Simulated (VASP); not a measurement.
# LiY with BLYP + D3: from relaxation to properties

Wanted: the relaxed cell of LiY and its properties. The steps: rough relaxation of the start cell, full relaxation (BLYP + D3), density, ELF and potential (BLYP + D3), band structure (BLYP + D3), density of states (BLYP + D3), band structure (BLYP + D3 + SOC), a single point (BLYP + D3) with a changed input and total and projected DOS (BLYP + D3) with a changed input. The cell is invented: it takes the structure of COD entry 1524193, DyCu (space group 221 there), with all of its atoms replaced by other elements, volume scaled by an estimate. It may not be a known or stable phase. Left out of this account: at least 1 further run (elastic: elastic constants of a metal on too coarse a mesh).

Method: BLYP with D3; plane waves and PAW (Y_sv, Li_sv), in the first sound run; inputs show where later runs differ, in VASP 6.6.1.

## Step 1: The starting structure

Before any relaxation, the start is as follows. It takes space group Pm-3m (No. 221, cubic). The conventional cell has a = 3.664 Å, b = 3.664 Å, c = 3.664 Å, α = 90.00°, β = 90.00°, γ = 90.00°. Nearest to Y lie 8 Li at 3.17 Å. Nearest to Li lie 8 Y at 3.17 Å. It derives from DyCu. It takes the structure of COD entry 1524193, DyCu (space group 221 there), with all of its atoms replaced by other elements, volume scaled by an estimate. Farther neighbours are not listed.

Structure file:

```
Y Li
1.0
     3.66387    0.00000    0.00000
     0.00000    3.66387    0.00000
     0.00000    0.00000    3.66387
Y Li
1 1
Cartesian
  1.8319 1.8319 1.8319
  0.0000 0.0000 0.0000
```

## Step 2: Rough relaxation of the start cell

The start is only an estimate, so a cheap relaxation brings it near a minimum before any careful run. BLYP comes from molecular chemistry and underbinds dense solids. A dispersion term adds the long-range attraction that semilocal functionals lack. D3 makes the C6 coefficients depend on coordination; zero damping switches the term off at short range.

INCAR reads:

```
SYSTEM = LiY
PREC = Normal
ENCUT = 650
EDIFF = 1E-05
NELM = 60
ISMEAR = 0
SIGMA = 0.05
LREAL = .FALSE.
ALGO = Fast
GGA = B5
ALDAX = 1
AGGAX = 1
AGGAC = 1
ALDAC = 0
IVDW = 11
VDW_S6 = 1
VDW_S8 = 1.682
VDW_SR = 1.094
VDW_SR8 = 1
NBANDS = 13
LORBIT = 11
LWAVE = .FALSE.
LCHARG = .FALSE.
IBRION = 2
NSW = 40
ISIF = 3
EDIFFG = -0.04
```

POSCAR reads:

```
LiY
1.0
    3.6638690000      0.0000000000      0.0000000000
    0.0000000000      3.6638690000      0.0000000000
    0.0000000000      0.0000000000      3.6638690000
Y Li
1 1
Direct
    0.5000000000      0.5000000000      0.5000000000
    0.0000000000      0.0000000000      0.0000000000
```

KPOINTS reads:

```
Automatic mesh
0
Gamma
5 5 5
0 0 0
```

PAW data sets: Y_sv and Li_sv (PBE family, release 64).

Started as:

```sh
mpirun -np 1 vasp_std
```

What it wrote:

```text
[banner, memory and clock lines left out]
running    1 mpi-ranks, on    1 nodes
 distrk:  each k-point on    1 cores,    1 groups
 distr:  one band on    1 cores,    1 groups

 POSCAR found type information on POSCAR Y Li
 POSCAR found :  2 types and       2 ions
|                                                                             |
|               ----> ADVICE to this user running VASP <----                  |
|                                                                             |
|     You enforced a specific xc type in the INCAR file but a different       |
|     [... a line on the potential file left out ...]
|     I HOPE YOU KNOW WHAT YOU ARE DOING!                                     |
|                                                                             |

 LDA part: xc-table for (Slater(with rela. corr.)+VWN5), standard interpolation
 POSCAR, INCAR and KPOINTS ok, starting setup
 FFT: planning ... GRIDC
 FFT: planning ... GRID_SOFT
 FFT: planning ... GRID
 WAVECAR not read
 entering main loop
       N       E                     dE             d eps       ncg     rms          rms(c)
DAV:   1     0.511852554844E+02    0.51185E+02   -0.68694E+03   260   0.118E+03
DAV:   2    -0.313246568164E+01   -0.54318E+02   -0.52543E+02   333   0.235E+02
DAV:   3    -0.723646214293E+01   -0.41040E+01   -0.40638E+01   415   0.424E+01
DAV:   4    -0.738636718246E+01   -0.14991E+00   -0.14985E+00   344   0.907E+00
DAV:   5    -0.739213095794E+01   -0.57638E-02   -0.57635E-02   376   0.130E+00    0.226E+01
RMM:   6    -0.685402921002E+01    0.53810E+00   -0.52243E-01   282   0.364E+00    0.137E+01
RMM:   7    -0.679658556876E+01    0.57444E-01   -0.12144E+00   302   0.526E+00    0.134E+00
RMM:   8    -0.676800300478E+01    0.28583E-01   -0.21480E-01   290   0.296E+00    0.262E+00
RMM:   9    -0.677130229701E+01   -0.32993E-02   -0.54469E-02   322   0.138E+00    0.947E-01
RMM:  10    -0.677230054259E+01   -0.99825E-03   -0.36028E-02   320   0.105E+00    0.585E-01
RMM:  11    -0.677554206592E+01   -0.32415E-02   -0.26892E-02   337   0.844E-01    0.566E-01
RMM:  12    -0.677560532213E+01   -0.63256E-04   -0.14143E-02   310   0.722E-01    0.220E-01
RMM:  13    -0.677687697033E+01   -0.12716E-02   -0.15600E-02   327   0.581E-01    0.152E-01
RMM:  14    -0.677765067369E+01   -0.77370E-03   -0.83526E-03   293   0.440E-01    0.166E-01
RMM:  15    -0.677850793735E+01   -0.85726E-03   -0.93568E-03   277   0.388E-01    0.198E-01
RMM:  16    -0.677889648461E+01   -0.38855E-03   -0.55431E-03   322   0.364E-01    0.145E-01
RMM:  17    -0.677950050214E+01   -0.60402E-03   -0.77347E-03   330   0.359E-01    0.429E-02
RMM:  18    -0.677972830091E+01   -0.22780E-03   -0.28479E-03   329   0.293E-01    0.276E-02
RMM:  19    -0.678011975600E+01   -0.39146E-03   -0.40039E-03   266   0.233E-01    0.264E-02
RMM:  20    -0.678030526216E+01   -0.18551E-03   -0.20814E-03   236   0.196E-01    0.225E-02
RMM:  21    -0.678054198592E+01   -0.23672E-03   -0.26422E-03   271   0.193E-01    0.262E-02
RMM:  22    -0.678069511048E+01   -0.15312E-03   -0.15731E-03   260   0.174E-01    0.489E-02
RMM:  23    -0.678085202425E+01   -0.15691E-03   -0.16509E-03   218   0.145E-01    0.401E-02
RMM:  24    -0.678097649480E+01   -0.12447E-03   -0.13349E-03   189   0.130E-01    0.317E-02
RMM:  25    -0.678108291101E+01   -0.10642E-03   -0.11555E-03   214   0.121E-01    0.272E-02
RMM:  26    -0.678119962333E+01   -0.11671E-03   -0.12415E-03   203   0.112E-01    0.146E-02
RMM:  27    -0.678127107647E+01   -0.71453E-04   -0.79638E-04   215   0.103E-01    0.118E-02
RMM:  28    -0.678137424656E+01   -0.10317E-03   -0.11345E-03   190   0.958E-02    0.395E-03
RMM:  29    -0.678142313042E+01   -0.48884E-04   -0.59093E-04   169   0.871E-02    0.364E-03
RMM:  31    -0.678153968054E+01   -0.39672E-04   -0.49630E-04   153   0.751E-02    0.946E-03
[...]
RMM:  44    -0.678195143913E+01   -0.26189E-04   -0.32294E-04   130   0.438E-02    0.345E-02
RMM:  45    -0.678196380515E+01   -0.12366E-04   -0.17580E-04   112   0.417E-02    0.361E-02
RMM:  46    -0.678198728490E+01   -0.23480E-04   -0.28892E-04   126   0.412E-02    0.376E-02
RMM:  47    -0.678199799665E+01   -0.10712E-04   -0.15693E-04   114   0.394E-02    0.383E-02
RMM:  48    -0.678201885338E+01   -0.20857E-04   -0.25713E-04   119   0.382E-02    0.392E-02
RMM:  49    -0.678202805755E+01   -0.92042E-05   -0.13853E-04   118   0.375E-02    0.400E-02
RMM:  50    -0.678204698212E+01   -0.18925E-04   -0.23446E-04   123   0.363E-02    0.408E-02
RMM:  51    -0.678205438098E+01   -0.73989E-05   -0.11708E-04   123   0.354E-02    0.402E-02
RMM:  52    -0.678207202287E+01   -0.17642E-04   -0.21754E-04   114   0.350E-02    0.415E-02
RMM:  53    -0.678207895647E+01   -0.69336E-05   -0.10730E-04   114   0.333E-02    0.423E-02
RMM:  54    -0.678209443036E+01   -0.15474E-04   -0.19300E-04   107   0.324E-02    0.431E-02
RMM:  55    -0.678210011315E+01   -0.56828E-05   -0.92518E-05   109   0.321E-02
   1 F= -.77062074E+01 E0= -.77029377E+01  d E =-.770621E+01
 curvature:   0.00 expect dE= 0.000E+00 dE for cont linesearch  0.000E+00
 trial: gam= 0.00000 g(F)=  0.000E+00 g(S)=  0.535E-02 ort = 0.000E+00 (trialstep = 0.100E+01)
 search vector abs. value=  0.535E-02
 bond charge predicted
       N       E                     dE             d eps       ncg     rms          rms(c)
DAV:   1    -0.684261084648E+01   -0.60516E-01   -0.77413E-01   439   0.553E+00    0.165E+00
RMM:   2    -0.679320615880E+01    0.49405E-01   -0.69879E-02   285   0.188E+00    0.716E-01
RMM:   3    -0.678729818336E+01    0.59080E-02   -0.90092E-02   298   0.174E+00    0.373E-01
RMM:   4    -0.678963533107E+01   -0.23371E-02   -0.16326E-02   318   0.813E-01    0.315E-01
RMM:   5    -0.679115772055E+01   -0.15224E-02   -0.77581E-03   319   0.441E-01    0.196E-01
RMM:   6    -0.679250804181E+01   -0.13503E-02   -0.55864E-03   321   0.401E-01    0.557E-02
RMM:   7    -0.679290161307E+01   -0.39357E-03   -0.47862E-03   312   0.313E-01    0.692E-02
RMM:   8    -0.679317169090E+01   -0.27008E-03   -0.27358E-03   305   0.241E-01    0.827E-02
RMM:   9    -0.679342785567E+01   -0.25616E-03   -0.24331E-03   280   0.203E-01    0.124E-01
RMM:  10    -0.679352845510E+01   -0.10060E-03   -0.13860E-03   253   0.164E-01    0.109E-01
RMM:  11    -0.679364033149E+01   -0.11188E-03   -0.13230E-03   236   0.145E-01    0.973E-02
RMM:  12    -0.679369001914E+01   -0.49688E-04   -0.76946E-04   265   0.129E-01    0.864E-02
RMM:  13    -0.679376083817E+01   -0.70819E-04   -0.80965E-04   225   0.110E-01    0.893E-02
RMM:  14    -0.679381764660E+01   -0.56808E-04   -0.52361E-04   225   0.972E-02    0.121E-01
RMM:  15    -0.679382237256E+01   -0.47260E-05   -0.48743E-04   270   0.109E-01    0.534E-02
RMM:  16    -0.679384871472E+01   -0.26342E-04   -0.39657E-04   246   0.970E-02    0.176E-02
RMM:  17    -0.679387646681E+01   -0.27752E-04   -0.31321E-04   193   0.740E-02    0.781E-03
RMM:  18    -0.679389823244E+01   -0.21766E-04   -0.24244E-04   158   0.623E-02    0.109E-02
RMM:  19    -0.679391787326E+01   -0.19641E-04   -0.21884E-04   127   0.556E-02    0.208E-02
RMM:  20    -0.679393294920E+01   -0.15076E-04   -0.17870E-04   167   0.546E-02    0.112E-02
RMM:  21    -0.679394809063E+01   -0.15141E-04   -0.16869E-04   183   0.539E-02    0.520E-03
RMM:  22    -0.679396008448E+01   -0.11994E-04   -0.13515E-04   162   0.478E-02    0.622E-03
RMM:  23    -0.679397139850E+01   -0.11314E-04   -0.13079E-04   115   0.427E-02    0.103E-02
RMM:  24    -0.679398019433E+01   -0.87958E-05   -0.10391E-04   116   0.409E-02    0.109E-02
RMM:  25    -0.679398866977E+01   -0.84754E-05   -0.99686E-05    97   0.376E-02
   2 F= -.77094320E+01 E0= -.77062385E+01  d E =-.322461E-02
 trial-energy change:   -0.003225  1 .order   -0.003441   -0.005347   -0.001534
 step:   1.4024(harm=  1.4024)  dis= 0.00000  next Energy=    -7.709957 (dE=-0.375E-02)
 reached required accuracy - stopping structural energy minimisation
```

Elapsed: 30 s, on 1 MPI rank of Intel Xeon 6975P-C (Granite Rapids), shared host; peak memory 0.16 GiB.

Lines that name or quote the potential files are left out of all logs, and their timing lines are given in words.

OUTCAR, selected parts (step 2):

```text
ion  position               nearest neighbor table
   1  0.500  0.500  0.500-   2 3.17   2 3.17   2 3.17   2 3.17   2 3.17   2 3.17   2 3.17   2 3.17

  LATTYP: Found a simple cubic cell.
 ALAT       =     3.6638690000

 Subroutine GETGRP returns: Found 48 space group operations
 (whereof 48 operations were pure point group operations)

The static configuration has the point symmetry O_h .

 Found     10 irreducible k-points:

   k-points           NKPTS =     10   k-points in BZ     NKDIM =     10   number of bands    NBANDS=     13

   dimension x,y,z NGX =    24 NGY =   24 NGZ =   24
   dimension x,y,z NGXF=    48 NGYF=   48 NGZF=   48

   ENCUT  =  650.0 eV  47.77 Ry    6.91 a.u.   7.62  7.62  7.62*2*pi/ulx,y,z

   NELECT =      14.0000    total number of electrons

 k-points in reciprocal lattice and weights: Automatic mesh
   0.00000000  0.00000000  0.00000000       0.008
   0.20000000  0.00000000  0.00000000       0.048
   0.40000000  0.00000000  0.00000000       0.048
   0.20000000  0.20000000  0.00000000       0.096
   0.40000000  0.20000000  0.00000000       0.192
   0.40000000  0.40000000  0.00000000       0.096
   0.20000000  0.20000000  0.20000000       0.064
   0.40000000  0.20000000  0.20000000       0.192
   0.40000000  0.40000000  0.20000000       0.192
   0.40000000  0.40000000  0.40000000       0.064

 Edisp (eV)   -0.92411

 average (electrostatic) potential at core
       1 -38.6006       2 -62.1693

 E-fermi :   2.7775

 k-point     1 :       0.0000    0.0000    0.0000
  band No.  band energies     occupation
    ...
      4     -20.2103      2.00000
      5     -20.2103      2.00000
      6      -1.4943      2.00000
      7       2.6315      1.99996
      8       2.6315      1.99996
      9       6.3949      0.00000
     10       6.3949      0.00000
     11       6.3949      0.00000
     12       8.1849      0.00000
     13       8.1849      0.00000

 k-point     2 :       0.2000    0.0000    0.0000
  band No.  band energies     occupation
    ...
      3     -20.2898      2.00000
      4     -20.2033      2.00000
      5     -20.2033      2.00000
      6      -1.0235      2.00000
      7       2.6997      1.97215
      8       2.8144      0.29700
      9       5.4155      0.00000
     10       5.4155      0.00000
     11       6.4602      0.00000
     12       7.5049      0.00000
    ...

 k-point     3 :       0.4000    0.0000    0.0000
  band No.  band energies     occupation
    ...
      3     -20.4155      2.00000
      4     -20.1918      2.00000
      5     -20.1918      2.00000
      6      -0.0021      2.00000
      7       2.2755      2.00000
      8       3.1566      0.00000
      9       4.5532      0.00000
     10       4.5532      0.00000
     11       6.5702      0.00000
     12       7.5210      0.00000
    ...

 Edisp (eV)   -0.91544

  Total       0.07800     0.07800     0.07800    -0.00000    -0.00000    -0.00000
  in kB       2.49162     2.49162     2.49162    -0.00000    -0.00000    -0.00000
  external pressure =        2.49 kB  Pullay stress =        0.00 kB

  energy-cutoff  :      650.00
  volume of cell :       50.16
      direct lattice vectors                 reciprocal lattice vectors
     3.687892348 -0.000000000 -0.000000000     0.271157590 -0.000000000 -0.000000000
     0.000000000  3.687892348  0.000000000     0.000000000  0.271157590  0.000000000
     0.000000000 -0.000000000  3.687892348     0.000000000 -0.000000000  0.271157590

 POSITION                                       TOTAL-FORCE (eV/Angst)
 -----------------------------------------------------------------------------------
      1.84395      1.84395      1.84395        -0.000000     -0.000000      0.000000
      0.00000      0.00000      0.00000         0.000000      0.000000      0.000000
 -----------------------------------------------------------------------------------
    total drift:                                0.000000     -0.000000     -0.000000

  FREE ENERGIE OF THE ION-ELECTRON SYSTEM (eV)
  ---------------------------------------------------
  free  energy   TOTEN  =        -7.7094319936 eV

  energy  without entropy=       -7.7030450176  energy(sigma->0) =       -7.70623851

 reached required accuracy - stopping structural energy minimisation

 total charge
# of ion       s       p       d       f       tot
--------------------------------------------------
    1        2.286   6.215   0.871   0.005   9.376
    2        2.052   0.067   0.000   0.000   2.118
--------------------------------------------------
tot          4.337   6.282   0.871   0.005  11.494

[... 3 further parts left out ...]
```

CONTCAR:

```
LiY
   1.00000000000000
     3.6878923484725346   -0.0000000000000000   -0.0000000000000000
     0.0000000000000000    3.6878923484725346    0.0000000000000000
     0.0000000000000000   -0.0000000000000000    3.6878923484725346
  Y               Li
     1     1
Direct
     0.5000000000000000    0.5000000000000000    0.5000000000000000
     0.0000000000000000    0.0000000000000000    0.0000000000000000
```

The k-mesh is coarse for a metal. This relaxation is a rough one on cheap settings, only to bring the start near its minimum. The PAW data sets were made with PBE, which is usual practice but a small mismatch for other functionals. Dispersion corrections of this kind ignore metallic screening and tend to overbind metals. The run keeps the 48 symmetry operations of its start, so it cannot find a distortion of lower symmetry.

The steps of the relaxation:

```csv
step,energy less that of the first step (eV),largest force (eV/Å),pressure (GPa),volume (Å³)
1,0.0000,0.0000,0.89,49.18
2,-0.0032,0.0000,0.25,50.16
```

```csv
"conventional cell, symmetrised",before,after,change
a (Å),3.664,3.688,+0.7 %
b (Å),3.664,3.688,+0.7 %
c (Å),3.664,3.688,+0.7 %
volume (Å³/atom),24.59,25.08,+2.0 %
```

The relaxed structure:

```xyz
2
Lattice="3.6879 0.0000 0.0000 0.0000 3.6879 0.0000 0.0000 0.0000 3.6879" Properties=species:S:1:pos:R:3 pbc="T T T"
Y     1.8439    1.8439    1.8439
Li    0.0000    0.0000    0.0000
```

Numbers from this step:

- electrons: 14
- bands: 13
- irreducible k-points: 10
- symmetry operations: 48
- free energy (TOTEN): -7.709 eV
- energy at zero smearing: -7.706 eV
- Fermi energy: 2.777 eV
- pressure: 0.2492 GPa
- metallic, judged on the points sampled: yes
- SCF cycles over all ionic steps: 80

It ends with forces that vanish by symmetry and a pressure of 0.25 GPa.

(Part 1 of 4 ends here.)

[Lines on the potential files, build, host, timing and source positions are cut from VASP's logs without a mark.]

[Logs are printed without paths, hosts, clocks, repeated set-up lines and the standing remarks that a program may print on its own settings, such as how far it seeks lower states.]

[Hosts, paths, dates, database ids (printed as entryN), source tags and the programs' standing remarks are cut or masked in the printed files.]

[A measured line is paired with the nearest computed mode of its activity, which favours agreement.]

[In band tables of VASP the shares of atoms and orbitals are scaled to a sum of 1 inside the atoms' spheres.]
